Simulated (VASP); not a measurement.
A convergence study with VASP on KMgF₃ (cubic perovskite): one setting is varied, all else stays as given below, so the limit is that of these other settings.

```yaml
crystal:
  lattice:
    - [3.99000, 0.00000, 0.00000]
    - [0.00000, 3.99000, 0.00000]
    - [0.00000, 0.00000, 3.99000]
  atoms:
    - { symbol: K, position: [0.00000, 0.00000, 0.00000] }
    - { symbol: Mg, position: [0.50000, 0.50000, 0.50000] }
    - { symbol: F, position: [0.50000, 0.00000, 0.50000] }
    - { symbol: F, position: [0.00000, 0.50000, 0.50000] }
    - { symbol: F, position: [0.50000, 0.50000, 0.00000] }
```

These are PBE GGA, VASP's PBE PAW potentials (set 64) (plane waves; VASP) values and carry that method's errors. The tightest run used: 700 eV cut-off, 14×14×14 Γ-centred mesh, Gaussian smearing of 0.050 eV, potentials K_sv Mg F.

### Question
The settings run are 1×1×1 mesh; 2×2×2 mesh; 3×3×3 mesh; 4×4×4 mesh; 5×5×5 mesh; 6×6×6 mesh; 7×7×7 mesh; 8×8×8 mesh; 9×9×9 mesh; 10×10×10 mesh; 11×11×11 mesh; 12×12×12 mesh; 13×13×13 mesh; 14×14×14 mesh. From which on does the energy per atom stay within 0.005 eV/atom of the tightest run?

### Answer
From 2×2×2 mesh on: it is off by 0.0035 there and by no more than 0.005 in any finer run, while 1×1×1 mesh is off by 0.6321.
```
setting        E (eV/atom)  pressure (GPa)  irreducible k-points  difference judged (eV/atom)
-------------  -----------  --------------  --------------------  ---------------------------
1×1×1 mesh         -4.2550           16.81                     1                       0.6321
2×2×2 mesh         -4.8836            3.01                     4                       0.0035
3×3×3 mesh         -4.8871            2.94                     4                       0.0000
4×4×4 mesh         -4.8871            2.93                    10                       0.0000
5×5×5 mesh         -4.8871            2.93                    10                       0.0000
6×6×6 mesh         -4.8871            2.93                    20                       0.0000
7×7×7 mesh         -4.8871            2.93                    20                       0.0000
8×8×8 mesh         -4.8871            2.93                    35                       0.0000
9×9×9 mesh         -4.8871            2.93                    35                       0.0000
10×10×10 mesh      -4.8871            2.93                    56                       0.0000
11×11×11 mesh      -4.8871            2.93                    56                       0.0000
12×12×12 mesh      -4.8871            2.93                    84                       0.0000
13×13×13 mesh      -4.8871            2.93                    84                       0.0000
14×14×14 mesh      -4.8871            2.93                   120                       0.0000
```

Left out are rungs that failed or repeat a setting and relaxations that didn't move; long series are thinned to 24 rows.

The compound is KMgF3 in the cubic perovskite structure. The cell was not relaxed at this level.
